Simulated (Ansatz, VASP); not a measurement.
## CsSnI3 in two plane-wave programs

One calculation is typed for both programs; each brings its own data sets. How far apart do they land? The cell is taken from a series of runs on this material, whose earlier steps may have relaxed, scaled, displaced or heated it; both programs get it as it stands.

Method: plane waves, with VASP 6.6.1 beside it; zone-centre phonons at PBEsol, in Ansatz 0.2.0.

**1. The starting structure**

Symmetry: Pm-3m, No. 221, cubic system. The conventional cell has a = 6.137 Å, b = 6.137 Å, c = 6.137 Å, α = 90.00°, β = 90.00°, γ = 90.00°. Cs has 12 I at 4.34 Å nearest. Nearest to Sn lie 6 I at 3.07 Å. Nearest to I lie 2 Sn at 3.07 Å and 4 Cs at 4.34 Å. Farther neighbours and most contacts between anions are not listed.

**2. Ansatz: zone-centre phonons, PBEsol**

Ansatz runs on its PAW soft_1 files.

Second derivatives magnify differences that forces hide, and they need a tight electronic threshold.

input.yaml reads:

```yaml
crystal:
  lattice:
    - [6.136567928, 0.0, 0.0]
    - [0.0, 6.136567928, 0.0]
    - [0.0, 0.0, 6.136567928]
  atoms:
    - { symbol: Cs, position: [0.0, 0.0, 0.0] }
    - { symbol: Sn, position: [0.5, 0.5, 0.5] }
    - { symbol: I, position: [0.0, 0.5, 0.5] }
    - { symbol: I, position: [0.5, 0.0, 0.5] }
    - { symbol: I, position: [0.5, 0.5, 0.0] }
kpoints:
  mp_grid: { grid: [6, 6, 6] }
hamiltonian:
  xc: pbesol
  pseudopotentials: { kind: paw, azcp: { folder: soft_1 }, xc_functional: pbe }
scf:
  occupations: { method: gaussian, width: 0.01 }
output:
  eigenvalues: true
phonons:
  method: dfpt
```

Started as:

```
ansatz run input.yaml --threads 4 --pin off --max-ram 10240MiB --backend cpu --events-out ev --progress --plain --runs-dir out
```

Numbers of over 12 decimals in the logs are rounded to 6 here.

Output:

```text
zone centre: on kpoints.mp_grid the ground state, and the responses unless they are solved on pairs of k-points, stand on 64 of the mesh's 216 k-points, reduced under 8 symmetry operations, with k and −k counted as one. Each operation leaves every solved displacement unchanged or reverses it
Engine: ansatz 0.2.0, aarch64-unknown-linux-gnu
Pseudopotentials: kind: paw
Pseudopotential: Cs, paw, valence charge 9, recommended cutoff 420 eV (normal), soft_1/Cs.paw.azcp
Pseudopotential: Sn, paw, valence charge 14, recommended cutoff 420 eV (normal), soft_1/Sn.paw.azcp
Pseudopotential: I, paw, valence charge 17, recommended cutoff 420 eV (normal), soft_1/I.paw.azcp
Functional definition: PBEsol
  exchange = pbesol_x
  correlation = pbesol_c
Crystal: 5 atoms, lattice volume = 231.088 Å³
Basis set: ecut = 420 eV, 4553 PW (Γ), exchange–correlation on 90×90×90 points (8 copies of the dense FFT grid, shifted against one another)
Bands: 45, of which v1, the nominal top of the filled ones, is band 37 counted from 1 (36 counted from 0)
Symmetry: 48 space group operations
k-points: 64 of 216 (irreducible under 8 space group operations)
Non-local potential: Cs, projectors of the file, l = 0: 3, l = 1: 2, l = 2: 2, l = 3: 2
Non-local potential: Sn, projectors of the file, l = 0: 2, l = 1: 2, l = 2: 2, l = 3: 1
Non-local potential: I, projectors of the file, l = 0: 2, l = 1: 2, l = 2: 2, l = 3: 1
PAW form: soft (Blöchl's): semilocal exchange-correlation on the pseudo side does not see the compensation charge
PAW frozen core: Cs, regenerated for the run's functional, and the local potential with it (the file was generated under x = pbe(κ = 0.804, μ = 0.219515), c = pbe(β = 0.066725))
PAW frozen core: Sn, regenerated for the run's functional, and the local potential with it (the file was generated under x = pbe(κ = 0.804, μ = 0.219515), c = pbe(β = 0.066725))
PAW frozen core: I, regenerated for the run's functional, and the local potential with it (the file was generated under x = pbe(κ = 0.804, μ = 0.219515), c = pbe(β = 0.066725))
PAW one-centre angular grid: Cs, 194 points (default); XC on 64 Gauss nodes
PAW one-centre angular grid: Sn, 590 points (default); XC on 64 Gauss nodes
PAW one-centre angular grid: I, 590 points (default); XC on 64 Gauss nodes
Initial density: superposition of atomic densities (chi_scale 0.1, normalization cell, long waves kept (reshape's long-wave potential 0.00 eV rms))
Initial wavefunctions: pseudopotential atomic-orbital guess
Functional: x = pbesol(κ = 0.804, μ = 0.123457), c = pbesol(β = 0.046)
SCF iter   1: F=—  HF=-33839.050997 eV  |F-HF|=—  |Δ(HF+E_count)|=         —  Δρ=2.54e-2  dr2=3.37e0  ethr=3.10e-3  ⟨swp⟩=8.7  Hψ=12791  notcnv=0
preconditioner: auto → LDOS  [insulator: Δε(μ)=0.436 eV  Ē_g=9.290 eV  σ=0.010 eV  W_gap=0.66  n_scr=32 (ndim 8)  ℏωp=13.8 eV  f_vac=0.062  D(μ)=1.43/eV (n_scr^D=6)  ε∞_Penn≈3.2  β→1.0]
SCF iter   2: F=—  HF=-33838.606040 eV  |F-HF|=—  |Δ(HF+E_count)|=   4.45e-1  Δρ=2.18e-2  dr2=2.30e0  ethr=3.10e-3  ⟨swp⟩=5.4  Hψ=7013  notcnv=0  defer=152
preconditioner: auto → Resta (q_TF=auto, 2.257 Å⁻¹)  ε∞=2.9  [insulator: Δε(μ)=0.348 eV  Ē_g=9.987 eV  σ=0.010 eV  W_gap=1.00  n_scr=32 (ndim 8)  ℏωp=13.8 eV  f_vac=0.070  D(μ)=0.00/eV (n_scr^D=0)  ε∞_Penn≈2.9  β→0.5]
SCF iter   3: F=—  HF=-33837.566091 eV  |F-HF|=—  |Δ(HF+E_count)|=    1.04e0  Δρ=3.20e-3  dr2=3.11e-2  ethr=3.10e-3  ⟨swp⟩=4.1  Hψ=5773  notcnv=0  defer=137
SCF iter   4: F=—  HF=-33837.566288 eV  |F-HF|=—  |Δ(HF+E_count)|=   1.96e-4  Δρ=1.56e-3  dr2=3.66e-3  ethr=4.20e-5  ⟨swp⟩=3.4  Hψ=6437  notcnv=0  defer=136
SCF iter   5: F=—  HF=-33837.562860 eV  |F-HF|=—  |Δ(HF+E_count)|=   3.43e-3  Δρ=6.65e-4  dr2=1.02e-3  ethr=4.95e-6  ⟨swp⟩=2.6  Hψ=6173  notcnv=0  defer=135
SCF iter   6: F=—  HF=-33837.562844 eV  |F-HF|=—  |Δ(HF+E_count)|=   1.61e-5  Δρ=1.21e-4  dr2=5.00e-5  ethr=1.37e-6  ⟨swp⟩=3.0  Hψ=5724  notcnv=0  defer=135
SCF iter   7: F=—  HF=-33837.562944 eV  |F-HF|=—  |Δ(HF+E_count)|=   1.01e-4  Δρ=6.48e-5  dr2=1.36e-5  ethr=6.76e-8  ⟨swp⟩=2.1  Hψ=5430  notcnv=0  defer=135
SCF iter   8: F=—  HF=-33837.562942 eV  |F-HF|=—  |Δ(HF+E_count)|=   2.24e-6  Δρ=2.47e-5  dr2=1.86e-6  ethr=1.84e-8  ⟨swp⟩=2.0  Hψ=4089  notcnv=0  defer=135
SCF iter   9: F=—  HF=-33837.562913 eV  |F-HF|=—  |Δ(HF+E_count)|=   2.91e-5  Δρ=5.53e-6  dr2=9.25e-8  ethr=2.51e-9  ⟨swp⟩=2.3  Hψ=4962  notcnv=0  defer=135
SCF iter  10: F=—  HF=-33837.562913 eV  |F-HF|=—  |Δ(HF+E_count)|=   4.66e-9  Δρ=8.76e-7  dr2=2.55e-9  ethr=1.25e-10  ⟨swp⟩=2.0  Hψ=5113  notcnv=0  defer=135
SCF iter  11: F=—  HF=-33837.562913 eV  |F-HF|=—  |Δ(HF+E_count)|=  5.97e-10  Δρ=1.55e-7  dr2=5.64e-11  ethr=3.44e-12  ⟨swp⟩=2.1  Hψ=5126  notcnv=0  defer=135
SCF iter  12: F=-33837.562913 eV  HF=-33837.562913 eV  |F-HF|=1.46e-11  |Δ(HF+E_count)|=  5.82e-11  Δρ=2.12e-8  dr2=1.44e-12  ethr=1.00e-12  ⟨swp⟩=18.8  Hψ=19225  notcnv=0
SCF 1 converged in 12 iterations: F = -33837.562913 eV  dr2 = 1.44e-12
  greatest PAW one-centre occupation: 0.999 electrons in one spin orbital (limit 2), on the I atom at site 2 (counted from 0), in its partial waves of l = 2
DFPT response loops at Γ: preconditioner auto → Resta (q_TF=auto, 2.257 Å⁻¹)  ε∞=23.1 (no band partly filled); β = 1.00, the filter's whole step (`scf.mixing.beta` (0.50) is not read by the response loops at its default; to damp them type it under 1.00, their step now; it binds the ground state too); Broyden in place of MSR1
SCF converged after 12 iterations
Free energy (F): -33837.562913 eV
Harris-Foulkes:  -33837.562913 eV  (|F-HF|=1.46e-11)
Internal energy: -33837.562913 eV  (E = F + TS)
E sigma→0 (E₀):  -33837.562913 eV
Fermi energy:    5.808185 eV
--- Per-component energies (eV) ---
  E_band       = -1403.899316
  E_kinetic    = 788.488234
  E_local      = -9402.078771  (includes V_loc(G=0)·N_el)
  E_nonlocal   = 524.434651
  E_hartree    = 4275.955644
  E_xc         = -624.291189
  E_vxc        = -550.183026  (∫ρ·V_xc dr)
  E_paw        = -23383.119284  (= ΣΔE_a)
  E_vpaw       = -1316.464526  (= ΣTr[D̂ρ^β])
  E_aug_tail   = -0.007151  (compensation charges beyond the density's cutoff)
  E_ewald      = -6018.610458
  E_core_change = 1.665411  (= ΣΔE_core)
  E_smearing   = -0.000000  (= −TS)
  E_closure    = 0.000000  (closes the sum)
  Σ components = -33837.562913   (vs F -33837.562913, Δ=0.00e0)
--- Band table (eV; the first three rows and the last of 64) ---
  k-point 0: bands = [... 33 lower, 3.1833, 3.3643, 3.3643, 3.3643, 7.6457, 8.5512, 8.5512, 8.8810, ... 4 higher]
  k-point 1: bands = [... 33 lower, 3.1347, 3.3162, 3.3162, 3.3360, 7.9446, 8.7152, 8.7993, 8.9764, ... 4 higher]
  k-point 2: bands = [... 33 lower, 3.0428, 3.2497, 3.2497, 3.5485, 7.6859, 8.6848, 9.1508, 9.2597, ... 4 higher]
  k-point 63: bands = [... 33 lower, 3.8319, 3.8319, 3.8319, 5.7525, 5.8649, 5.8649, 5.8649, 8.4590, ... 4 higher]
--- Phonons (Γ-DFPT): 4 representative perturbations + reference, on 64 of 216 k-points (Σ response iterations 13) ---
  k mesh reduced under 8 symmetry operations, with k and −k counted as one. Each operation leaves every solved displacement unchanged or reverses it
  ASR residual: 1.395e-4 → 0.000e0 eV/Å²; symmetrization residual: 2.936e-5 eV/Å²
  ASR residual per site (eV/Å²): 1.40e-4 3.70e-5 6.67e-5 6.67e-5 6.67e-5
  Γ frequencies (cm⁻¹): -8.35 -8.35 -8.35 0.00 0.00 0.00 19.00 19.00 19.00 23.50 23.50 23.50 66.08 66.08 66.08
  non-analytic LO–TO correction: not included (Born effective charges unavailable; polar crystals: no LO–TO splitting at Γ)
```

(Part 1 of 3 ends here.)

[Lines on the potential files, build, host, timing and source positions are cut from VASP's logs without a mark.]

[Logs are printed without paths, hosts, clocks, repeated set-up lines and the standing remarks that a program may print on its own settings, such as how far it seeks lower states.]

[Hosts, paths, dates, database ids (printed as entryN), source tags and the programs' standing remarks are cut or masked in the printed files.]
